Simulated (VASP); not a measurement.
```
CELL_PARAMETERS angstrom
      0.00000     2.88150     2.88150
      2.88150     0.00000     2.88150
      2.88150     2.88150     0.00000
ATOMIC_POSITIONS crystal
  Ga 0.00000 0.00000 0.00000
  As 0.25000 0.25000 0.25000
```

The base run (VASP): PBE GGA, plane waves, VASP's PBE PAW potentials (set 64). Settings: 400 eV cut-off, 7×7×7 Γ-centred mesh, Gaussian smearing of 0.050 eV, potentials Ga_d As.

One setting is varied; ΔE counts from the most expensive setting. The base run took about 7 core-seconds. Times come from single runs on busy shared machines, so they are rough: good to a factor of about 2.

Pressures at a finite cut-off, here 400 eV, hold a Pulay part, which this task's highest cut-off puts under 0.2 GPa.

| setting | cost over the base run | electronic steps | ΔE (meV/atom) | pressure (GPa) |
|---|---|---|---|---|
| KGAMMA = .TRUE., KSPACING = 0.8, KPOINTS file removed | within a factor of 2 | 13 | 280.9 | 0.90 |
| KGAMMA = .TRUE., KSPACING = 0.6, KPOINTS file removed | within a factor of 2 | 12 | 85.2 | -0.28 |
| KGAMMA = .TRUE., KSPACING = 0.4, KPOINTS file removed | within a factor of 2 | 12 | 29.1 | -0.55 |
| KGAMMA = .FALSE., KSPACING = 0.3, KPOINTS file removed | within a factor of 2 | 12 | 3.1 | -0.61 |
| base run | reference | 12 | 3.1 | -0.61 |
| KGAMMA = .TRUE., KSPACING = 0.25, KPOINTS file removed | within a factor of 2 | 12 | 0.0 | -0.60 |

Left out are runs that failed, have no time on record or changed the cell.

The compound is GaAs in the zinc blende structure. The cell was not relaxed at this level.
